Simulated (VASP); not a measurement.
VASP ran on this input.

### POSCAR
```
SbAu3
1
   -2.0942208089     2.0942208089     4.2828641803
    2.0942208089    -2.0942208089     4.2828641803
    2.0942208089     2.0942208089    -4.2828641803
Sb Au
1 3
Direct
  0.0000000000   0.0000000000   0.0000000000
  0.7500000000   0.2500000000   0.5000000000
  0.2500000000   0.7500000000   0.5000000000
  0.5000000000   0.5000000000   0.0000000000
```

File KPOINTS:
```
kpoints
0
Gamma
 12 12 12
0 0 0
```

### INCAR
```
! general
SYSTEM  = SbAu3
PREC    = Accurate
ENCUT   = 400
LREAL   = .FALSE.   ! projection in real space or not
LASPH   = .TRUE.   ! aspherical one-centre terms

! electronic loop
EDIFF   = 1E-7   ! SCF stop (eV)
NELM    = 100   ! most electronic steps
ALGO    = Normal   ! blocked Davidson
LMAXMIX = 6   ! l cut-off of mixed one-centre charges

! smearing
ISMEAR  = -5   ! tetrahedra, Bloechl

! functional
GGA     = PS

! ions
ISIF    = 2

! output
LWAVE   = .FALSE.
LCHARG  = .TRUE.
LORBIT  = 11   ! lm-projected
NEDOS   = 601   ! DOS grid

! other
LEFG    = .TRUE.
```

POTCAR, in this order: Sb Au (PBE.64 set). Program: vasp_std.

Task: Translate this PBEsol calculation to Ansatz.

Result: One equivalent input (not run):
Ansatz 0.2 input:
```yaml
crystal:
  lattice:
    - [-2.0942208, 2.0942208, 4.2828642]
    - [2.0942208, -2.0942208, 4.2828642]
    - [2.0942208, 2.0942208, -4.2828642]
  atoms:
    - { symbol: Sb, position: [0.0000000, 0.0000000, 0.0000000] }
    - { symbol: Au, position: [0.7500000, 0.2500000, 0.5000000] }
    - { symbol: Au, position: [0.2500000, 0.7500000, 0.5000000] }
    - { symbol: Au, position: [0.5000000, 0.5000000, 0.0000000] }
kpoints:
  mp_grid: { grid: [12, 12, 12] }
hamiltonian:
  xc: pbesol
  pseudopotentials: { kind: paw }
scf:
  occupations: { method: tetrahedron }
  max_iter: 100
output: { forces: true, stress: true, eigenvalues: true }
```
What does not carry over: each code has its own PAW files, so the cut-off isn't converted (ENCUT is set for VASP's; basis.ecutwfc is left out, and Ansatz then takes the one that its files recommend); Ansatz stops its SCF on the density residual and VASP on the energy change (EDIFF); the field gradients of LEFG aren't asked of the other code.

The structure comes from a computed database's SbAu3 entry (I4/mmm); how it stands against other phases isn't given here. It was relaxed first, which changed the volume by -6 %.
